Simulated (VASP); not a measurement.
Bulk modulus of bcc metals: LDA against PBE

VASP (plane waves, PAW); cells keep the symmetry of their structure type. Static lattice, from a third-order Birch-Murnaghan fit over five volumes at each level.

Here x stands for PBE B0 and y for LDA B0.

```
solid  PBE B0 (GPa)  LDA B0 (GPa)  cut-off (eV)
-----  ------------  ------------  ------------
Cs              2.0           2.4           520
Rb              2.8           3.6           520
Na              7.8           9.2           520
Ba              8.6          10.8           520
Li             13.8          15.0           520
Nb            173.4         198.8           520
Ta            194.6         212.8           520
Mo            261.2             ?           520
```

Question: Fit y against x with a straight line, and predict the withheld value at x = 261.2.

Answer: With u = x - 58, the rows have u = -56.00, -55.20, -50.20, -49.40, -44.20, 115.40, 136.60. Means: u -0.42857, y 64.66. About the means, the sum of products is 50212 and the sum of squares of u is 45073; the slope is their ratio. Least squares gives y = 65.13 + 1.11404·u. Residuals (row less fit): -0.34, -0.03, -0.01, 0.70, -0.89, 5.11, -4.51; standard error 3.09 (degrees of freedom: 5). The slope is 1.11 with a standard error of 0.015. At the withheld row, u = 203.20, so y = 65.13 + 1.11404 × 203.20 = 291.50 GPa. The calculation gives 291.2 GPa, 0.30 GPa below the prediction (0.1 % of the range of y in the table). The row lies outside the fitted rows, so this is an extrapolation. From the scatter of the fitted rows alone, a prediction at this place has a standard error of 4.44 GPa, so the miss is 0.1 times that.

The rows are a random draw from the solids of this series computed here; series whose standard error about the line passes 12 to 30 % of the range of y, or with no trend, aren't shown in this form.
